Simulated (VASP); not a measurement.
Calculation: r2SCAN meta-GGA, VASP's PBE PAW potentials (set 64) (plane waves; VASP).

VASP input:

INCAR:
```
SYSTEM=NiSb
PREC=Accurate; ENCUT=400; LREAL=.False.
LASPH=.True.
EDIFF=1E-7; NELM=100; ALGO=Normal
LMAXMIX=4; LMIXTAU=.True.
ISMEAR=-5
METAGGA=R2SCAN
ISIF=2
LWAVE=.False.; LCHARG=.False.; LORBIT=11
NEDOS=601
LEFG=.True.
```

KPOINTS:
```
K-points
0
G
 10 10 7
0 0 0
```

**POSCAR**
```
NiSb
1.0
  1.9634461380  -3.4007886318   0.0000000000
  1.9634461380   3.4007886318   0.0000000000
  0.0000000000   0.0000000000   5.1194273600
Ni Sb
2 2
Direct
  0.0000000000   0.0000000000   0.5000000000
  0.0000000000   0.0000000000   0.0000000000
  0.3333330000   0.6666670000   0.2500000000
  0.6666670000   0.3333330000   0.7500000000
```

**KPOINTS_OPT**
```
k-points along high-symmetry lines
6
Line-mode
Reciprocal
  0.000000   0.000000   0.000000 ! GAMMA
 -0.000000   0.500000   0.000000 ! M

 -0.000000   0.500000   0.000000 ! M
 -0.333333   0.666667   0.000000 ! K

 -0.333333   0.666667   0.000000 ! K
  0.000000   0.000000   0.000000 ! GAMMA

  0.000000   0.000000   0.000000 ! GAMMA
  0.000000   0.000000   0.500000 ! A

  0.000000   0.000000   0.500000 ! A
 -0.000000   0.500000   0.500000 ! L

 -0.000000   0.500000   0.500000 ! L
 -0.333333   0.666667   0.500000 ! H

 -0.333333   0.666667   0.500000 ! H
  0.000000   0.000000   0.500000 ! A

 -0.000000   0.500000   0.500000 ! L
 -0.000000   0.500000   0.000000 ! M

 -0.333333   0.666667   0.500000 ! H
 -0.333333   0.666667   0.000000 ! K
```

POTCAR, in this order: Ni Sb (PBE.64 set). Program: vasp_std.

The run wrote:

OUTCAR:
```
 ion  position               nearest neighbor table
   1  0.000  0.000  0.500-   2 2.56   2 2.56   4 2.60   3 2.60   4 2.60   3 2.60   4 2.60   3 2.60
  LATTYP: Found a hexagonal cell.
 ALAT       =     3.9268924170
 C/A-ratio  =     1.3036841391
 Subroutine PRICEL returns:
 Original cell was already a primitive cell.
 Subroutine GETGRP returns: Found 24 space group operations
The static configuration has the point symmetry D_3d.
 The point group associated with its full space group is D_6h.
The dynamic configuration has the point symmetry D_3d.
 Subroutine INISYM returns: Found 24 space group operations
 Subroutine IBZKPT returns following result:
 Found     56 irreducible k-points:

 Following reciprocal coordinates:
            Coordinates               Weight
  0.000000  0.000000  0.000000      1.000000
  0.100000 -0.000000  0.000000      6.000000
  0.200000 -0.000000  0.000000      6.000000
  0.300000  0.000000  0.000000      6.000000
  0.400000 -0.000000  0.000000      6.000000
  0.500000  0.000000  0.000000      3.000000
  0.100000  0.100000  0.000000      6.000000
  0.200000  0.100000  0.000000     12.000000
...
```

### OSZICAR
```
       N       E                     dE             d eps       ncg     rms          rms(c)
DAV:   1     0.981898117432E+02    0.98190E+02   -0.11081E+04  2128   0.138E+03
DAV:   2    -0.725116198647E+02   -0.17070E+03   -0.16589E+03  2146   0.306E+02
DAV:   3    -0.809333328278E+02   -0.84217E+01   -0.81730E+01  2430   0.848E+01
DAV:   4    -0.811554751575E+02   -0.22214E+00   -0.22147E+00  2425   0.131E+01
DAV:   5    -0.811625767559E+02   -0.71016E-02   -0.70978E-02  2531   0.244E+00    0.128E+01
DAV:   6    -0.802480389378E+02    0.91454E+00   -0.37293E+01  2266   0.115E+02    0.175E+01
DAV:   7    -0.761351267637E+02    0.41129E+01   -0.11059E+01  2316   0.726E+01    0.416E+00
DAV:   8    -0.763405845513E+02   -0.20546E+00   -0.22266E+00  2957   0.178E+01    0.318E+00
DAV:   9    -0.763266776271E+02    0.13907E-01   -0.29980E-01  2561   0.942E+00    0.852E-01
DAV:  10    -0.763517512381E+02   -0.25074E-01   -0.37327E-02  2450   0.191E+00    0.401E-01
DAV:  11    -0.763518071524E+02   -0.55914E-04   -0.30937E-03  3063   0.699E-01    0.148E-01
DAV:  12    -0.763526078140E+02   -0.80066E-03   -0.53668E-03  2514   0.987E-01    0.890E-02
DAV:  13    -0.763529762942E+02   -0.36848E-03   -0.59627E-04  2349   0.345E-01    0.423E-02
DAV:  14    -0.763529060698E+02    0.70224E-04   -0.40906E-05  2365   0.625E-02    0.141E-02
DAV:  15    -0.763529692913E+02   -0.63221E-04   -0.24901E-05  2566   0.740E-02    0.389E-03
DAV:  16    -0.763529392295E+02    0.30062E-04   -0.33880E-06  2311   0.253E-02    0.277E-03
DAV:  17    -0.763529557473E+02   -0.16518E-04   -0.44466E-07  2235   0.891E-03    0.786E-04
DAV:  18    -0.763529471588E+02    0.85885E-05   -0.93632E-08  1238   0.383E-03    0.303E-04
DAV:  19    -0.763529511220E+02   -0.39632E-05   -0.20101E-08  1142   0.223E-03    0.255E-04
DAV:  20    -0.763529498929E+02    0.12291E-05   -0.27689E-09  1139   0.966E-04    0.196E-04
DAV:  21    -0.763529498953E+02   -0.23497E-08   -0.89756E-10  1118   0.328E-04
   1 F= -.76352950E+02 E0= -.76352950E+02  d E =0.000000E+00
       N       E                     dE             ncg
```

File OUTCAR:
```
------------------------ aborting loop because EDIFF is reached ----------------------------------------
  FORCE on cell =-STRESS in cart. coord.  units (eV):
  Direction    XX          YY          ZZ          XY          YZ          ZX
  --------------------------------------------------------------------------------------
  Total       -0.0429547     -0.0429547      0.0249986      0.0000000      0.0000000      0.0000000
  in kB       -1.0066339     -1.0066340      0.5858373      0.0000000      0.0000000      0.0000000
  external PRESSURE =      -0.4758102 kB  Pullay stress =       0.0000000 kB
  volume of cell :       68.37
      direct lattice vectors                 reciprocal lattice vectors
     1.963446138 -3.400788632  0.000000000     0.254654299 -0.147024721  0.000000000
     1.963446138  3.400788632  0.000000000     0.254654299  0.147024721  0.000000000
     0.000000000  0.000000000  5.119427360     0.000000000  0.000000000  0.195334347
 POSITION                                       TOTAL-FORCE (eV/Angst)
 -----------------------------------------------------------------------------------
      0.00000      0.00000      2.55971         0.000000      0.000000      0.000000
      0.00000      0.00000      0.00000        -0.000000      0.000000      0.000000
      1.96345      1.13360      1.27986         0.000000     -0.000000      0.000000
      1.96345     -1.13360      3.83957        -0.000000      0.000000     -0.000000
 -----------------------------------------------------------------------------------
    total drift:                                0.000000      0.000000      0.000000
  FREE ENERGIE OF THE ION-ELECTRON SYSTEM (eV)
  ---------------------------------------------------
  free  energy   TOTEN  =       -76.3529498953 eV

  energy  without entropy=      -76.3529498953  energy(sigma->0) =      -76.35294990

 total charge

# of ion       s       p       d       tot
------------------------------------------
    1        0.459   0.510   8.472   9.442
    2        0.459   0.510   8.472   9.442
    3        1.107   1.240   0.078   2.425
    4        1.107   1.240   0.078   2.425
--------------------------------------------------
tot          3.134   3.500  17.101  23.735

 Electric field gradients after diagonalization (V/A^2)
 (convention: |V_zz| > |V_xx| > |V_yy|)
----------------------------------------------------------------------
 ion       V_xx      V_yy      V_zz     asymmetry (V_yy - V_xx)/ V_zz
----------------------------------------------------------------------
   1      12.025    12.023   -24.049       0.000
   2      12.025    12.023   -24.049       0.000
   3     -42.574   -42.573    85.147       0.000
   4     -42.574   -42.573    85.147       0.000
```
(Selected blocks of OUTCAR.)

File OUTCAR:
```
 val. band max:        9.9626630963   @ k =   0.2000  -0.0000   0.4286

 cond. band min:       9.9593071141   @ k =   0.4000  -0.0000   0.0000


 Fermi energy:         9.9974525158

 k-point     1 :       0.0000    0.0000    0.0000
  band No.  band energies     occupation
      1      -3.5978      2.00000
      2       1.2753      2.00000
      3       3.3669      2.00000
      4       5.8513      2.00000
      5       5.8514      2.00000
      6       6.6728      2.00000
      7       7.2327      2.00000
      8       7.2327      2.00000
      9       7.7427      2.00000
     10       7.7428      2.00000
     11       8.5561      2.00000
     12       8.5562      2.00000
     13       9.8862      2.00000
     14      10.5466     -0.56320
     15      10.5467      0.00000
     16      12.5430      0.00000
     17      12.5430      0.00000
     18      13.5411      0.00000
     19      14.2854      0.00000

 k-point     2 :       0.1000   -0.0000    0.0000
  band No.  band energies     occupation
      1      -3.4652      2.00000
      2       1.2663      2.00000
      3       3.5155      2.00000
      4       5.8179      2.00000
      5       5.8799      2.00000
      6       6.6246      2.00000
      7       7.1429      2.00000
      8       7.1793      2.00000
      9       7.6669      2.00000
     10       7.7676      2.00000
     11       8.5458      2.00000
     12       8.5563      2.00000
     13       9.6303      2.00000
     14       9.8451      1.76753
     15      10.0864      0.52079
     16      12.0245      0.00000
     17      12.9669      0.00000
     18      14.0506      0.00000
     19      14.6353      0.00000

 k-point     3 :       0.2000   -0.0000    0.0000
  band No.  band energies     occupation
      1      -3.0726      2.00000
      2       1.2025      2.00000
      3       3.9535      2.00000
      4       5.5809      2.00000
      5       5.9630      2.00000
      6       6.4069      2.00000
      7       6.9548      2.00000
...
```

For a metal the tetrahedron method with Blöchl corrections gives inexact stress and forces. Unless said otherwise, spin-orbit coupling is left out, though it shifts the bands of the heavy elements here.

The compound is NiSb in the NiAs type structure. It was relaxed first. The run is not spin-polarised, so no magnetic state was tried.
